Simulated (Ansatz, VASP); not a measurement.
**Nb in two plane-wave programs**

Wanted: the spread between two codes on one cell, functional and k mesh.

Method: plane waves, with VASP 6.6.1 beside it; single point at PBE, in Ansatz 0.2.0.

## 1. The starting structure

It takes space group Im-3m (No. 229, cubic). The conventional cell has a = 3.301 Å, b = 3.301 Å, c = 3.301 Å, α = 90.00°, β = 90.00°, γ = 90.00°. Nb has 8 Nb at 2.86 Å nearest.

As a file:

```cif
data_structure
_symmetry_space_group_name_H-M 'P 1'
_symmetry_Int_Tables_number 1
_cell_length_a 2.8589
_cell_length_b 2.8589
_cell_length_c 2.8589
_cell_angle_alpha 109.471
_cell_angle_beta 109.471
_cell_angle_gamma 109.471
_cell_volume 17.99
loop_
_atom_site_label
_atom_site_type_symbol
_atom_site_fract_x
_atom_site_fract_y
_atom_site_fract_z
_atom_site_occupancy
Nb1 Nb 0.00000 0.00000 0.00000 1
```

## 2. VASP: single point, PBE

With cell and atoms fixed, the geometry can't cause a difference; cores, projectors, grids and the points listed under the comparison can.

Lines of VASP's logs that name or quote its potential files are left out, and so is its time.

Input file INCAR:

```
SYSTEM = Nb
PREC = Accurate
ENCUT = 400
EDIFF = 1E-06
NELM = 100
ISMEAR = -1
SIGMA = 0.05
LREAL = .FALSE.
ALGO = Normal
GGA = PE
NBANDS = 12
LASPH = .TRUE.
LORBIT = 11
LWAVE = .FALSE.
LCHARG = .TRUE.
ISIF = 2
LELF = .TRUE.
LVHAR = .TRUE.
```

Input file POSCAR:

```
Nb
1.0
   -1.6506050000      1.6506050000      1.6506050000
    1.6506050000     -1.6506050000      1.6506050000
    1.6506050000      1.6506050000     -1.6506050000
Nb
1
Direct
    0.0000000000      0.0000000000      0.0000000000
```

Input file KPOINTS:

```
Automatic mesh
0
Gamma
9 9 9
0 0 0
```

The projector-augmented-wave data sets are Nb_sv (PBE family, release 64).

On the command line:

```console
$ mpirun -np 2 vasp_std
```

Numbers of over 12 decimals in the logs are rounded to 6 here.

Log:

```text
[banner, memory and clock lines left out]
running    2 mpi-ranks, on    1 nodes
 distrk:  each k-point on    2 cores,    1 groups
 distr:  one band on    1 cores,    2 groups

 POSCAR found type information on POSCAR Nb
 POSCAR found :  1 types and       1 ions
 LDA part: xc-table for (Slater+PW92), standard interpolation
 POSCAR, INCAR and KPOINTS ok, starting setup
 FFT: planning ... GRIDC
 FFT: planning ... GRID_SOFT
 FFT: planning ... GRID
 WAVECAR not read
 entering main loop
       N       E                     dE             d eps       ncg     rms          rms(c)
DAV:   1     0.948656661024E+02    0.94866E+02   -0.64190E+03   848   0.893E+02
DAV:   2    -0.694300342818E+01   -0.10181E+03   -0.98191E+02   936   0.333E+02
DAV:   3    -0.104768420848E+02   -0.35338E+01   -0.34100E+01  1188   0.543E+01
DAV:   4    -0.106397543194E+02   -0.16291E+00   -0.16230E+00  1136   0.107E+01
DAV:   5    -0.106463934196E+02   -0.66391E-02   -0.66381E-02  1220   0.176E+00    0.742E+00
DAV:   6    -0.102710664581E+02    0.37533E+00   -0.56717E-01  1336   0.915E+00    0.261E+00
DAV:   7    -0.102241849843E+02    0.46881E-01   -0.17974E-01  1380   0.510E+00    0.929E-01
DAV:   8    -0.102285942953E+02   -0.44093E-02   -0.10484E-02   996   0.133E+00    0.555E-02
DAV:   9    -0.102286338037E+02   -0.39508E-04   -0.73672E-04  1360   0.261E-01    0.339E-02
DAV:  10    -0.102286459623E+02   -0.12159E-04   -0.17786E-05  1020   0.545E-02    0.102E-02
DAV:  11    -0.102286384602E+02    0.75021E-05   -0.26512E-06  1032   0.244E-02    0.227E-03
DAV:  12    -0.102286384695E+02   -0.93776E-08   -0.92829E-08   624   0.390E-03
   1 F= -.10228638E+02 E0= -.10222688E+02  d E =-.119007E-01
```

OUTCAR, selected parts (step 2):

```text
ion  position               nearest neighbor table
   1  0.000  0.000  0.000-

  LATTYP: Found a body centered cubic cell.
 ALAT       =     3.3012100000

 Subroutine GETGRP returns: Found 48 space group operations
 (whereof 48 operations were pure point group operations)

The static configuration has the point symmetry O_h .

 Found     35 irreducible k-points:

   k-points           NKPTS =     35   k-points in BZ     NKDIM =     35   number of bands    NBANDS=     12

   dimension x,y,z NGX =    20 NGY =   20 NGZ =   20
   dimension x,y,z NGXF=    40 NGYF=   40 NGZF=   40

   ENCUT  =  400.0 eV  29.40 Ry    5.42 a.u.   4.66  4.66  4.66*2*pi/ulx,y,z

   NELECT =      13.0000    total number of electrons

 k-points in reciprocal lattice and weights: Automatic mesh
   0.00000000  0.00000000  0.00000000       0.001
   0.11111111  0.00000000  0.00000000       0.016
   0.22222222  0.00000000  0.00000000       0.016
   0.33333333  0.00000000  0.00000000       0.016
   0.44444444  0.00000000  0.00000000       0.016
   0.11111111  0.11111111  0.00000000       0.033
   0.22222222  0.11111111  0.00000000       0.066
   0.33333333  0.11111111  0.00000000       0.066
   0.44444444  0.11111111  0.00000000       0.033
[...]
-0.44444444 -0.44444444  0.33333333       0.011
  -0.44444444  0.44444444  0.44444444       0.008

 average (electrostatic) potential at core
       1 -76.7369

 E-fermi :  11.2086

 k-point     1 :       0.0000    0.0000    0.0000
  band No.  band energies     occupation
      1     -43.1523      2.00000
      2     -18.4526      2.00000
      3     -18.4526      2.00000
      4     -18.4526      2.00000
      5       5.2735      2.00000
      6      11.5725      0.00138
      7      11.5725      0.00138
      8      11.5725      0.00138
      9      14.4868      0.00000
     10      14.4868      0.00000
    ...

 k-point     2 :       0.1111    0.0000    0.0000
  band No.  band energies     occupation
      1     -43.1240      2.00000
      2     -18.6238      2.00000
      3     -18.5046      2.00000
      4     -18.4541      2.00000
      5       5.7688      2.00000
      6      11.2733      0.43031
      7      11.4766      0.00936
      8      12.0569      0.00000
      9      14.0951      0.00000
     10      14.4925      0.00000
    ...

 k-point     3 :       0.2222    0.0000    0.0000
  band No.  band energies     occupation
    ...
      3     -18.6343      2.00000
      4     -18.4582      2.00000
      5       6.9366      2.00000
      6      10.6074      1.99999
      7      11.1282      1.66620
      8      13.4345      0.00000
      9      13.9022      0.00000
     10      14.5872      0.00000
     11      25.8483      0.00000
     12      27.4215      0.00000

  Total        0.0216653      0.0216653      0.0216653     -0.0000000     -0.0000000     -0.0000000
  in kB        1.9296843      1.9296843      1.9296843     -0.0000000     -0.0000000     -0.0000000
  external PRESSURE =       1.9296843 kB  Pullay stress =       0.0000000 kB

  energy-cutoff  :      400.00
  volume of cell :       17.99
      direct lattice vectors                 reciprocal lattice vectors
    -1.650605000  1.650605000  1.650605000     0.000000000  0.302919233  0.302919233
     1.650605000 -1.650605000  1.650605000     0.302919233  0.000000000  0.302919233
     1.650605000  1.650605000 -1.650605000     0.302919233  0.302919233  0.000000000

 POSITION                                       TOTAL-FORCE (eV/Angst)
 -----------------------------------------------------------------------------------
      0.00000      0.00000      0.00000         0.000000      0.000000      0.000000
 -----------------------------------------------------------------------------------
    total drift:                                0.000000     -0.000000      0.000000

  FREE ENERGIE OF THE ION-ELECTRON SYSTEM (eV)
  ---------------------------------------------------
  free  energy   TOTEN  =       -10.2286384695 eV

  energy  without entropy=      -10.2167377277  energy(sigma->0) =      -10.22268810

 total charge
# of ion       s       p       d       tot
------------------------------------------
    1        2.218   5.998   2.525  10.741

[... 3 further parts left out ...]
```

The run ends at a pressure of 0.19 GPa.

## 3. Ansatz: single point, PBE

Ansatz runs on its default PAW (the set named soft_2) files.

The same cell, functional, mesh and smearing now go to Ansatz, which takes its cutoff from its data sets.

Input file input.yaml:

```yaml
crystal:
  lattice:
    - [-1.650605, 1.650605, 1.650605]
    - [1.650605, -1.650605, 1.650605]
    - [1.650605, 1.650605, -1.650605]
  atoms:
    - { symbol: Nb, position: [0.0, 0.0, 0.0] }
hamiltonian:
  xc: pbe
  pseudopotentials: { kind: paw }
kpoints:
  mp_grid: { grid: [9, 9, 9] }
scf:
  occupations: { method: fermi_dirac, width: 0.05 }
  n_extra_bands: 4
output:
  forces: true
  stress: true
  eigenvalues: true
```

On the command line:

```console
$ ansatz run input.yaml --threads 2 --pin off --max-ram 4608MiB --backend cpu --events-out ev --progress --plain --runs-dir out
```

Log:

```text
scf.n_extra_bands = 4 over 7 filled bands (N_el = 13.0): the run solves 11 bands
Engine: ansatz 0.2.0, x86_64-unknown-linux-gnu
Pseudopotentials: kind: paw
Pseudopotential: Nb, paw, valence charge 13, recommended cutoff 420 eV (normal), Nb.paw.azcp
Functional definition: PBE
  parameter kappa = 0.804
  parameter beta = 0.066725
  exchange = pbe_x(kappa = kappa, mu = beta*pi^2/3)
  correlation = pbe_c(beta = beta)
Crystal: 1 atoms, lattice volume = 17.988 Å³
Basis set: ecut = 420 eV, 369 PW (Γ), exchange–correlation on 40×40×40 points (8 copies of the dense FFT grid, shifted against one another)
Bands: 11, of which v1, the nominal top of the filled ones, is band 7 counted from 1 (6 counted from 0)
Symmetry: 48 space group operations
Space group: Im-3m (ITA 229), of the structure as read, at distance tolerance 2.6e-5 Å
k-points: 35 of 729
Non-local potential: Nb, projectors of the file, l = 0: 3, l = 1: 2, l = 2: 2, l = 3: 1
PAW form: soft (Blöchl's): semilocal exchange-correlation on the pseudo side does not see the compensation charge
PAW one-centre angular grid: Nb, 590 points (default); XC on 64 Gauss nodes
Initial density: superposition of atomic densities (neutral atoms: chi_scale 0, normalization atom), corrected by the library's trained network
Initial wavefunctions: pseudopotential atomic-orbital guess
Functional: x = pbe(κ = 0.804, μ = 0.219515), c = pbe(β = 0.066725)
SCF iter   1: F=—  HF=-4552.298879 eV  |F-HF|=—  |Δ(HF+E_count)|=         —  Δρ=3.88e-3  dr2=1.85e-3  ethr=1.77e-3  ⟨swp⟩=5.0  Hψ=2238  notcnv=0
preconditioner: auto → none  [metal: Δε(μ)=0.078 eV  Ē_g=7.655 eV  σ=0.050 eV  W_gap=0.35  n_scr=0 (ndim 8)  ℏωp=19.6 eV  f_vac=0.000  D(μ)=1.51/eV (n_scr^D=18)]
SCF iter   2: F=—  HF=-4552.298606 eV  |F-HF|=—  |Δ(HF+E_count)|=   2.73e-4  Δρ=1.61e-3  dr2=2.14e-4  ethr=1.42e-5  ⟨swp⟩=2.2  Hψ=792  notcnv=0
SCF iter   3: F=—  HF=-4552.298621 eV  |F-HF|=—  |Δ(HF+E_count)|=   1.49e-5  Δρ=4.55e-4  dr2=1.90e-5  ethr=1.65e-6  ⟨swp⟩=1.0  Hψ=380  notcnv=0
SCF iter   4: F=—  HF=-4552.298622 eV  |F-HF|=—  |Δ(HF+E_count)|=   1.13e-6  Δρ=3.32e-5  dr2=5.54e-8  ethr=1.46e-7  ⟨swp⟩=1.0  Hψ=382  notcnv=0
iter 5 did not close the SCF: its close was put off for the readings that it lacked (scf_convergence_deferred on its scf_iter line)
SCF iter   5: F=-4552.298622 eV  HF=-4552.298622 eV  |F-HF|=7.31e-10  |Δ(HF+E_count)|=   2.77e-8  Δρ=4.94e-6  dr2=1.54e-9  ethr=4.26e-10  ⟨swp⟩=2.1  Hψ=609  notcnv=0
SCF iter   6: F=-4552.298622 eV  HF=-4552.298622 eV  |F-HF|=2.00e-11  |Δ(HF+E_count)|=  5.32e-10  Δρ=9.24e-7  dr2=3.36e-11  ethr=1.18e-11  ⟨swp⟩=1.4  Hψ=1202  notcnv=0
SCF 1 converged in 6 iterations: F = -4552.298622 eV  dr2 = 3.36e-11
  greatest PAW one-centre occupation: 0.998 electrons in one spin orbital (limit 2), on the Nb atom at site 0 (counted from 0), in its partial waves of l = 0
SCF converged after 6 iterations
Free energy (F): -4552.298622 eV
Harris-Foulkes:  -4552.298622 eV  (|F-HF|=2.00e-11)
Internal energy: -4552.286739 eV  (E = F + TS)
E sigma→0 (E₀):  -4552.292681 eV
Entropy (-TS):   -0.011884 eV (-11.884 meV/atom)
Fermi energy:    17.811468 eV
--- Per-component energies (eV) ---
  E_band       = -66.940492
  E_kinetic    = 395.315032
  E_local      = -692.721066  (includes V_loc(G=0)·N_el)
  E_nonlocal   = 119.952920
  E_hartree    = 215.748992
  E_xc         = -175.776042
  E_vxc        = -213.270558  (∫ρ·V_xc dr)
  E_paw        = -3073.446826  (= ΣΔE_a)
  E_vpaw       = -107.714791  (= ΣTr[D̂ρ^β])
  E_aug_tail   = 0.000007  (compensation charges beyond the density's cutoff)
  E_ewald      = -1341.359756
  E_smearing   = -0.011884  (= −TS)
  E_closure    = 0.000000  (closes the sum)
  Σ components = -4552.298622   (vs F -4552.298622, Δ=0.00e0)
--- Forces (eV/Å), atoms counted from 1 ---
  atom   1  Nb    -0.00000000     0.00000000    -0.00000000
  max |Σ_I F_I| component: 6.57e-32 eV/Å
--- Stress (GPa, compression-positive) ---
        1.115138      -0.000000      -0.000000
       -0.000000       1.115138       0.000000
        0.000000       0.000000       1.115138
  P = ⅓ Tr σ = 1.1151 GPa (11.151 kbar)
--- Band table (eV; the first three rows and the last of 35) ---
  k-point 0: bands = [... 3 lower, -11.8349, 11.8934, 18.1703, 18.1703, 18.1703, 21.0840, 21.0840, 31.9431]
  k-point 1: bands = [... 3 lower, -11.8363, 12.3885, 17.8714, 18.0753, 18.6555, 20.6925, 21.0907, 32.3120]
  k-point 2: bands = [... 3 lower, -11.8401, 13.5538, 17.2059, 17.7293, 20.0344, 20.5009, 21.1863, 32.3795]
  k-point 34: bands = [... 3 lower, -12.7393, 14.2103, 14.2906, 22.5780, 22.5780, 23.1841, 26.2519, 28.0056]
```

The job ended after 1.5 s (2 threads of AMD EPYC 7B13 (Zen 3), shared host; peak memory 0.32 GiB; 0.64 s of CPU time).

The run ends at a pressure of 1.12 GPa.

## 4. Differences

Known differences besides the potentials themselves: the cutoff is 420 eV in Ansatz and 400 eV in VASP. Total energies have different zeros and are not compared.

The two programs side by side:

| quantity | Ansatz | VASP | difference |
| --- | --- | --- | --- |
| pressure (GPa) | 1.12 | 0.19 | +0.92 |

## 5. Results

| Item | Value |
| --- | --- |
| difference in pressure (single point, PBE) | 0.92 GPa |

In words: The difference in pressure is 0.92 GPa (single point, PBE), within the 1 GPa picked in this series as the mark of a large difference. Such differences can come from data sets, numerical settings and the points named under the comparisons, not from the functional's error against experiment.

[Lines on the potential files, build, host, timing and source positions are cut from VASP's logs without a mark.]

[Logs are printed without paths, hosts, clocks, repeated set-up lines and the standing remarks that a program may print on its own settings, such as how far it seeks lower states.]

[Hosts, paths, dates, database ids (printed as entryN), source tags and the programs' standing remarks are cut or masked in the printed files.]
